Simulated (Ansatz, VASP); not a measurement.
# Cross-check of SnAs between VASP and Ansatz, part 2 of 2

Aim: how closely do two programs agree when they are given the same cell, functional and k mesh? The cell is taken from a series of runs on this material, whose earlier steps may have relaxed, scaled, displaced or heated it; both programs get it as it stands.

VASP 6.6.1 and Ansatz 0.2.0.

So far: Starting point; VASP: relaxation of cell and atoms, PBEsol, spin-orbit coupling.

**3. Ansatz: relaxation of cell and atoms, PBEsol, spin-orbit coupling**

Level of this step: Ansatz beside VASP: Kohn-Sham DFT, plane waves, PBEsol, spin-orbit coupling (Ansatz).

Ansatz runs on its fully relativistic PAW (standard-fr) files.

The same cell, functional, mesh and smearing now go to Ansatz, which takes its cutoff from its data sets.

input.yaml

```yaml
crystal:
  lattice:
    - [0.0, 2.8570457583, 2.8570457583]
    - [2.8570457583, 0.0, 2.8570457583]
    - [2.8570457583, 2.8570457583, 0.0]
  atoms:
    - { symbol: Sn, position: [0.0, 0.0, 0.0] }
    - { symbol: As, position: [0.5, 0.5, 0.5] }
kpoints:
  mp_grid: { grid: [16, 16, 16] }
hamiltonian:
  xc: pbesol
  pseudopotentials: { kind: paw_fr }
scf:
  occupations: { method: fermi_dirac, width: 0.15 }
output:
  forces: true
  stress: true
  eigenvalues: true
magnetization:
  noncollinear: true
  spin_orbit: true
relax:
  adjacent_minimum: "off"
  f_tol: 0.001
  max_steps: 60
  cell: { stress_tol: 0.01 }
```

Launch:

```
ansatz run input.yaml --threads 8 --pin off --max-ram 14336MiB --backend cpu --events-out ev --progress --plain --runs-dir out
```

Numbers of over 12 decimals in the logs are rounded to 6 here.

Log:

```text
Engine: ansatz 0.2.0, aarch64-unknown-linux-gnu
Pseudopotentials: kind: paw_fr
Pseudopotential: Sn, paw_fr, valence charge 14, recommended cutoff 420 eV (normal), Sn.paw.azcp#standard-fr
Pseudopotential: As, paw_fr, valence charge 15, recommended cutoff 420 eV (normal), As.paw.azcp#standard-fr
Functional definition: PBEsol
  exchange = pbesol_x
  correlation = pbesol_c
non-collinear run that drives no moment, with spin-orbit: no starting moment large enough to seed its density (crystal.atoms[].spin), no starting occupations that ask for one, no magnetisation constraint and no magnetic field, so the semilocal B_xc is pinned to zero
Crystal: 2 atoms, lattice volume = 46.642 Å³
Basis set: ecut = 420 eV, 941 PW (Γ), exchange–correlation on 60×60×60 points (8 copies of the dense FFT grid, shifted against one another)
Bands: 38, of which v1, the nominal top of the filled ones, is band 29 counted from 1 (28 counted from 0)
Symmetry: 48 space group operations + 48 with time reversal
Magnetic group: BNS 225.117 (UNI 1619), of the structure as read, at distance tolerance 3.6e-5 Å
k-points: 145 of 4096
Projection manifold: j_resolved (fully-relativistic pseudo-atomic orbitals)
Non-local potential: Sn, projectors of the file, l = 0: 2, l = 1: 4, l = 2: 4, l = 3: 4
Non-local potential: As, projectors of the file, l = 0: 2, l = 1: 4, l = 2: 6, l = 3: 2
PAW form: soft (Blöchl's): semilocal exchange-correlation on the pseudo side does not see the compensation charge
PAW frozen core: Sn, regenerated for the run's functional, and the local potential with it (the file was generated under x = pbe(κ = 0.804, μ = 0.219515), c = pbe(β = 0.066725))
PAW frozen core: As, regenerated for the run's functional, and the local potential with it (the file was generated under x = pbe(κ = 0.804, μ = 0.219515), c = pbe(β = 0.066725))
PAW one-centre angular grid: Sn, 590 points (default); XC on 64 Gauss nodes
PAW one-centre angular grid: As, 590 points (default); XC on 64 Gauss nodes
Initial density: superposition of atomic densities (chi_scale 0.1, normalization cell, long waves kept (reshape's long-wave potential 0.00 eV rms))
Initial wavefunctions: pseudopotential atomic-orbital guess
Functional: x = pbesol(κ = 0.804, μ = 0.123457), c = pbesol(β = 0.046)
SCF iter   1: F=—  HF=-10765.235184 eV  |F-HF|=—  |Δ(HF+E_count)|=         —  Δρ=1.87e-2  dr2=1.20e-1  dr2_m=0.00e0 (ungated)  ethr=3.10e-3  |M|=0.00e0 ∫|m|=0.00e0 μB  |m|>n=0.0e0 m-floor=0.0e0 τ_xc=0.0e0  β_m=0.30  ⟨swp⟩=8.6  Hψ=13743  notcnv=0
preconditioner: auto → Kerker (q_TF=auto, 2.521 Å⁻¹)  [metal: Δε(μ)=0.106 eV  Ē_g=18.212 eV  σ=0.150 eV  W_gap=0.17  n_scr=14 (ndim 8)  ℏωp=23.7 eV  f_vac=0.000  D(μ)=0.71/eV (n_scr^D=0)]
spin=Noncollinear: Kerker preconditioning applied to the charge; magnetization (m_x, m_y, m_z) channels mix plain (no charge-response kernel on spin).
SCF iter   2: F=—  HF=-10765.227333 eV  |F-HF|=—  |Δ(HF+E_count)|=   7.85e-3  Δρ=1.45e-2  dr2=7.57e-2  dr2_m=0.00e0 (ungated)  ethr=4.15e-4  |M|=0.00e0 ∫|m|=0.00e0 μB  |m|>n=0.0e0 m-floor=0.0e0 τ_xc=0.0e0  β_m=0.65  ⟨swp⟩=1.0  Hψ=3335  notcnv=0
SCF iter   3: F=—  HF=-10765.218080 eV  |F-HF|=—  |Δ(HF+E_count)|=   9.25e-3  Δρ=2.33e-3  dr2=2.25e-3  dr2_m=0.00e0 (ungated)  ethr=2.61e-4  |M|=0.00e0 ∫|m|=0.00e0 μB  |m|>n=0.0e0 m-floor=0.0e0 τ_xc=0.0e0  β_m=0.71  ⟨swp⟩=3.0  Hψ=5206  notcnv=0
SCF iter   4: F=—  HF=-10765.217049 eV  |F-HF|=—  |Δ(HF+E_count)|=   1.03e-3  Δρ=1.03e-3  dr2=5.63e-4  dr2_m=0.00e0 (ungated)  ethr=7.77e-6  |M|=0.00e0 ∫|m|=0.00e0 μB  |m|>n=0.0e0 m-floor=0.0e0 τ_xc=0.0e0  β_m=0.83  ⟨swp⟩=2.5  Hψ=4988  notcnv=0
SCF iter   5: F=—  HF=-10765.217187 eV  |F-HF|=—  |Δ(HF+E_count)|=   1.38e-4  Δρ=3.90e-4  dr2=9.40e-5  dr2_m=0.00e0 (ungated)  ethr=1.94e-6  |M|=0.00e0 ∫|m|=0.00e0 μB  |m|>n=0.0e0 m-floor=0.0e0 τ_xc=0.0e0  β_m=0.91  ⟨swp⟩=2.0  Hψ=4776  notcnv=0
SCF iter   6: F=—  HF=-10765.217205 eV  |F-HF|=—  |Δ(HF+E_count)|=   1.82e-5  Δρ=1.33e-4  dr2=1.26e-5  dr2_m=0.00e0 (ungated)  ethr=3.24e-7  |M|=0.00e0 ∫|m|=0.00e0 μB  |m|>n=0.0e0 m-floor=0.0e0 τ_xc=0.0e0  β_m=0.83  ⟨swp⟩=2.0  Hψ=4785  notcnv=0  defer=20
SCF iter   7: F=—  HF=-10765.217198 eV  |F-HF|=—  |Δ(HF+E_count)|=   6.96e-6  Δρ=5.09e-5  dr2=1.10e-6  dr2_m=0.00e0 (ungated)  ethr=4.33e-8  |M|=0.00e0 ∫|m|=0.00e0 μB  |m|>n=0.0e0 m-floor=0.0e0 τ_xc=0.0e0  β_m=0.91  ⟨swp⟩=2.0  Hψ=4777  notcnv=0  defer=20
SCF iter   8: F=-10765.217198 eV  HF=-10765.217198 eV  |F-HF|=3.55e-8  |Δ(HF+E_count)|=   2.40e-7  Δρ=1.06e-5  dr2=4.63e-8  dr2_m=0.00e0 (ungated)  ethr=3.45e-10  |M|=0.00e0 ∫|m|=0.00e0 μB  |m|>n=0.0e0 m-floor=0.0e0 τ_xc=0.0e0  ⟨swp⟩=6.1  Hψ=12020  notcnv=0
SCF 1 converged in 8 iterations: F = -10765.217198 eV  dr2 = 4.63e-8
  greatest PAW one-centre occupation: 0.999 electrons in one spin orbital (limit 2), on the As atom at site 1 (counted from 0), in its partial waves of l = 2
[...]
SCF 2 converged in 4 iterations: F = -10765.217181 eV  dr2 = 7.65e-9
relax step   2: F+E_penalty+E_count = -10765.21718087 eV  Δ(F+E_penalty+E_count) = +1.684e-5 eV  max|allowed force component| = 7.067e-31 eV/Å  Δτ_max = 0.0000 Å  P = -0.055 GPa  Ω = 46.718 Å³  energy of the carried Pulay correction = -1.818e-5 eV  (4 SCF iters, dr2 threshold 9.33e-9 eV, accepted)
[...]
relax step   3: F+E_penalty+E_count = -10765.21719571 eV  Δ(F+E_penalty+E_count) = -1.484e-5 eV  max|allowed force component| = 1.003e-30 eV/Å  Δτ_max = 0.0000 Å  P = -0.000 GPa  Ω = 46.682 Å³  energy of the carried Pulay correction = -9.540e-6 eV  (3 SCF iters, dr2 threshold 7.64e-9 eV, accepted)
[...]
relax step   4: F+E_penalty+E_count = -10765.21720209 eV  Δ(F+E_penalty+E_count) = -6.384e-6 eV  max|allowed force component| = 1.134e-30 eV/Å  Δτ_max = 0.0000 Å  P = -0.000 GPa  Ω = 46.682 Å³  stress off target by 6.34e-5 GPa  SCF on the basis re-selected at this cell (its energy is not comparable with the rows above)  (7 SCF iters)
basis re-selected at this cell: Δ(F+E_penalty+E_count) = -6.384e-6 eV, ΔP = +0.000 GPa vs the last step (what re-selecting the basis moved, of the pressure what is left beyond the Pulay correction that the steps carried, after the strain that the cell walked since its last selection, with what the two solves' SCF thresholds leave and, on support functions, any second-order correction that the steps lacked; it is no m [...]
SCF converged after 7 iterations
Magnetization: |M| = 0.0000 μB,  M = (+0.0000, +0.0000, +0.0000) μB
Absolute magnetization: 0.0000 μB (∫|m|)
  site 0: m = (+0.0000, +0.0000, +0.0000) μB, |m| = 0.0000 μB  (R = 1.18 Å)
  site 1: m = (+0.0000, +0.0000, +0.0000) μB, |m| = 0.0000 μB  (R = 1.18 Å)
Free energy (F): -10765.217202 eV
Harris-Foulkes:  -10765.217202 eV  (|F-HF|=3.64e-12)
Internal energy: -10765.163459 eV  (E = F + TS)
E sigma→0 (E₀):  -10765.190331 eV
Entropy (-TS):   -0.053743 eV (-26.872 meV/atom)
Fermi energy:    10.969501 eV
--- Per-component energies (eV) ---
  E_band       = -299.382755
  E_kinetic    = 290.699642
  E_local      = -2472.088527  (includes V_loc(G=0)·N_el)
  E_nonlocal   = -698.301792
  E_hartree    = 1440.439492
  E_xc         = -458.672375
  E_vxc        = -176.847880  (∫ρ·V_xc dr)
  E_paw        = -5860.546441  (= ΣΔE_a)
  E_vpaw       = -123.723206  (= ΣTr[D̂ρ^β])
  E_aug_tail   = 0.000009  (compensation charges beyond the density's cutoff)
  E_ewald      = -3007.951510
  E_core_change = 1.258043  (= ΣΔE_core)
  E_smearing   = -0.053743  (= −TS)
  E_closure    = -0.000000  (closes the sum)
  Σ components = -10765.217202   (vs F -10765.217202, Δ=0.00e0)
--- Forces (eV/Å), atoms counted from 1 ---
  atom   1  Sn    -0.00000000    -0.00000000     0.00000000
  atom   2  As     0.00000000    -0.00000000    -0.00000000
  max |Σ_I F_I| component: 1.42e-30 eV/Å
--- Stress (GPa, compression-positive) ---
       -0.000063       0.000000       0.000000
        0.000000      -0.000063       0.000000
        0.000000       0.000000      -0.000063
  P = ⅓ Tr σ = -0.0001 GPa (-0.001 kbar)
--- Band table (eV; the first three rows and the last of 145) ---
  k-point 0: bands = [... 25 lower, 9.6036, 10.0539, 10.0539, 10.0539, 10.0539, 15.9627, 15.9627, 16.7407, ... 5 higher]
  k-point 1: bands = [... 25 lower, 9.6976, 10.0572, 10.0572, 10.3370, 10.3370, 15.6843, 15.6843, 16.3267, ... 5 higher]
  k-point 2: bands = [... 25 lower, 9.7558, 10.0698, 10.0698, 10.8890, 10.8890, 15.0844, 15.0844, 15.6641, ... 5 higher]
  k-point 144: bands = [... 25 lower, 6.1072, 6.1612, 6.1612, 11.9153, 11.9153, 13.1565, 13.1565, 16.9203, ... 5 higher]
--- Relaxed structure (3 steps of the walk, 3 accepted, 1 SCFs on fresh bases) ---
  F+E_penalty+E_count = -10765.21720209 eV   max|allowed force component| = 1.134e-30 eV/Å   (the final SCF, on the basis selected at the relaxed cell)
  cell:  # Å, volume = 46.6820 Å³
    - [0, 2.857852, 2.857852]
    - [2.857852, 0, 2.857852]
    - [2.857852, 2.857852, 0]
  atoms:
    - { symbol: Sn, position: [0, 0, 0] }
    - { symbol: As, position: [0.5, 0.5, 0.5] }
```

**4. Side by side**

Known differences besides the potentials themselves: spin-orbit coupling enters by fully relativistic files in Ansatz and inside the spheres in VASP; the data sets hold 29 valence electrons in Ansatz (on its fully relativistic PAW (standard-fr) files) and 19 in VASP; the cutoff is 420 eV in Ansatz and 500 eV in VASP; Ansatz makes its cores anew for this functional, VASP keeps those of its PBE data sets; Ansatz adds a Pulay correction to the stress that steers its cell, VASP none. Total energies have different zeros and are not compared.

The two programs side by side:

```
                                         quantity  Ansatz   VASP  difference
                                      volume (Å³)   46.68  46.77     -0.18 %
edge a after relaxation, in the typed setting (Å)   4.042  4.044     -0.06 %
```

**5. Outcome**

| Quantity | Value |
| --- | --- |
| difference in volume (relaxation of cell and atoms, PBEsol, spin-orbit coupling) | -0.18 % |

What this shows: The difference in volume is -0.18 % (relaxation of cell and atoms, PBEsol, spin-orbit coupling), within the 1.2 % picked in this series as the mark of a large difference, as far as the stopping tolerances let one tell. The data sets hold unlike numbers of valence electrons (29 in Ansatz and 19 in VASP), so part of the differences comes from the potentials. Such differences can come from data sets, numerical settings and the points named under the comparisons, not from the functional's error against experiment.

[Lines on the potential files, build, host, timing and source positions are cut from VASP's logs without a mark.]

[Logs are printed without paths, hosts, clocks, repeated set-up lines and the standing remarks that a program may print on its own settings, such as how far it seeks lower states.]

[Hosts, paths, dates, database ids (printed as entryN), source tags and the programs' standing remarks are cut or masked in the printed files.]
